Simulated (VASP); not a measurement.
Method: LDA (Ceperley-Alder, Perdew-Zunger), VASP's LDA PAW potentials (set 64) (plane waves; VASP).

Input for VASP

KPOINTS:
```
kpoints
0
gamma
 13 13 7
```

INCAR:
```
ALGO = Normal
EDIFF = 1E-7
EDIFFG = -0.01
ENCUT = 520
IBRION = 2
ISIF = 4
ISMEAR = 1
LASPH = T
LCHARG = F
LMAXMIX = 4
LREAL = F
LWAVE = F
NELM = 100
NSW = 30
PREC = Accurate
SIGMA = 0.1
SYSTEM = Sc
```

### POSCAR
```
Sc
1
    1.5832243758    -2.7422249799     0.0000000000
    1.5832243758     2.7422249799     0.0000000000
    0.0000000000     0.0000000000     4.8908835866
Sc
2
Direct
  0.3333330000   0.6666670000   0.2500000000
  0.6666670000   0.3333330000   0.7500000000
```

POTCAR, in this order: Sc_sv (LDA.64 set). Program: vasp_std.

Output

**OSZICAR**
```
       N       E                     dE             d eps       ncg     rms          rms(c)
DAV:   1     0.385499101369E+03    0.38550E+03   -0.11142E+04  2528   0.167E+03
DAV:   2     0.892944231367E+01   -0.37657E+03   -0.37138E+03  3570   0.682E+02
DAV:   3    -0.142331727961E+02   -0.23163E+02   -0.22494E+02  4269   0.210E+02
DAV:   4    -0.146023549904E+02   -0.36918E+00   -0.36525E+00  3800   0.226E+01
DAV:   5    -0.146125289921E+02   -0.10174E-01   -0.10153E-01  4228   0.342E+00    0.893E+00
DAV:   6    -0.135809254345E+02    0.10316E+01   -0.22491E+00  3199   0.215E+01    0.280E+00
DAV:   7    -0.134256769383E+02    0.15525E+00   -0.56731E-01  3304   0.979E+00    0.694E-01
DAV:   8    -0.134125197090E+02    0.13157E-01   -0.20288E-02  3511   0.226E+00    0.188E-01
DAV:   9    -0.134119807565E+02    0.53895E-03   -0.34645E-03  3446   0.770E-01    0.181E-02
DAV:  10    -0.134119995344E+02   -0.18778E-04   -0.74410E-05  4231   0.145E-01    0.481E-03
DAV:  11    -0.134120004418E+02   -0.90746E-06   -0.14954E-06  4116   0.177E-02    0.117E-03
DAV:  12    -0.134120004284E+02    0.13454E-07   -0.97899E-08  2156   0.488E-03
   1 F= -.13412000E+02 E0= -.13411140E+02  d E =-.134120E+02
       N       E                     dE             d eps       ncg     rms          rms(c)
DAV:   1    -0.134124742690E+02   -0.47383E-03   -0.58803E-02  3157   0.570E+00    0.156E-01
DAV:   2    -0.134124085164E+02    0.65753E-04   -0.45989E-03  4018   0.118E+00    0.100E-01
DAV:   3    -0.134121705903E+02    0.23793E-03   -0.81442E-04  4684   0.431E-01    0.147E-02
DAV:   4    -0.134121657705E+02    0.48198E-05   -0.40406E-05  3819   0.110E-01    0.714E-03
DAV:   5    -0.134121652882E+02    0.48231E-06   -0.13470E-06  3614   0.244E-02    0.165E-03
DAV:   6    -0.134121652592E+02    0.29013E-07   -0.80040E-08  1836   0.552E-03
   2 F= -.13412165E+02 E0= -.13411338E+02  d E =-.164831E-03
       N       E                     dE             d eps       ncg     rms          rms(c)
DAV:   1    -0.134123953595E+02   -0.23007E-03   -0.36043E-02  3150   0.447E+00    0.122E-01
DAV:   2    -0.134123563744E+02    0.38985E-04   -0.28223E-03  4011   0.925E-01    0.784E-02
DAV:   3    -0.134122100265E+02    0.14635E-03   -0.50021E-04  4691   0.338E-01    0.116E-02
DAV:   4    -0.134122070421E+02    0.29844E-05   -0.24908E-05  3827   0.865E-02    0.556E-03
DAV:   5    -0.134122067529E+02    0.28914E-06   -0.82586E-07  3396   0.191E-02    0.132E-03
DAV:   6    -0.134122067358E+02    0.17164E-07   -0.48573E-08  1638   0.435E-03
   3 F= -.13412207E+02 E0= -.13411405E+02  d E =-.206307E-03
```

File OUTCAR:
```
------------------------ aborting loop because EDIFF is reached ----------------------------------------
  FORCE on cell =-STRESS in cart. coord.  units (eV):
  Direction    XX          YY          ZZ          XY          YZ          ZX
  --------------------------------------------------------------------------------------
  Total        1.1152619      1.1152618      1.1136767      0.0000000     -0.0000000      0.0000000
  in kB       42.0750437     42.0750410     42.0152401      0.0000000     -0.0000000      0.0000000
  external PRESSURE =      42.0551083 kB  Pullay stress =       0.0000000 kB
  volume of cell :       42.47
      direct lattice vectors                 reciprocal lattice vectors
     1.585915088 -2.746885422 -0.000000000     0.315275391 -0.182024338  0.000000000
     1.585915088  2.746885422  0.000000000     0.315275391  0.182024338 -0.000000000
     0.000000000  0.000000000  4.874301632     0.000000000 -0.000000000  0.205157595
 POSITION                                       TOTAL-FORCE (eV/Angst)
 -----------------------------------------------------------------------------------
      1.58592      0.91563      1.21858        -0.000000      0.000000     -0.000000
      1.58592     -0.91563      3.65573         0.000000     -0.000000      0.000000
 -----------------------------------------------------------------------------------
    total drift:                                0.000000      0.000653     -0.000015
  FREE ENERGIE OF THE ION-ELECTRON SYSTEM (eV)
  ---------------------------------------------------
  free  energy   TOTEN  =       -13.4122067358 eV

  energy  without entropy=      -13.4098018995  energy(sigma->0) =      -13.41140512

 reached required accuracy - stopping structural energy minimisation
```
(Selected blocks of OUTCAR.)

CONTCAR:
```
Sc
   1.00000000000000
     1.5859150881302551   -2.7468854224273453   -0.0000000000000000
     1.5859150881302551    2.7468854224273453    0.0000000000000000
     0.0000000000000000    0.0000000000000000    4.8743016320003463
  Sc
     2
Direct
     0.3333330000000032    0.6666669999999968    0.2500000000000000
     0.6666669999999968    0.3333330000000032    0.7500000000000000
```

The compound is Sc in the hcp structure. This cell is one point of a volume scan, at 0.94 of the reference volume. Symmetry was kept, so distortions that lower it aren't found.
